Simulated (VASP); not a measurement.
Energy against volume of Cu (fcc). These are vdW-DF2, VASP's PBE PAW potentials (set 64) (plane waves; VASP) values and carry that method's errors.

| V (Å³/atom) | E (eV/atom) |
|---|---|
| 12.392 | -0.35354 |
| 12.787 | -0.36664 |
| 13.183 | -0.37085 |
| 13.578 | -0.36753 |
| 13.974 | -0.35785 |

**Question.** Fit a third-order Birch-Murnaghan equation of state.

**Answer.** 
```json
{
 "volume_per_atom": "13.20 Å³/atom",
 "bulk_modulus": "101 GPa",
 "pressure_derivative_of_the_bulk_modulus": "4.59",
 "lattice_constant_a": "3.751 Å"
}
```

Measured: bulk modulus 144 GPa at 0 K (computed value off by -30.1 %), as given by Daniel Mejia-Rodriguez et al., Physical Review B (2018), arXiv:1807.09216 [0 K value with the zero-point phonon effect removed]; a 3.595 Å at 0 K (computed value off by +4.3 %), as given by Gábor I. Csonka et al., Physical Review B (2009), arXiv:0903.4037 [low-temperature or extrapolated to 0 K; zero-point anharmonic expansion removed].

The compound is Cu in the fcc structure. It was relaxed first, which changed the volume by +12 %.
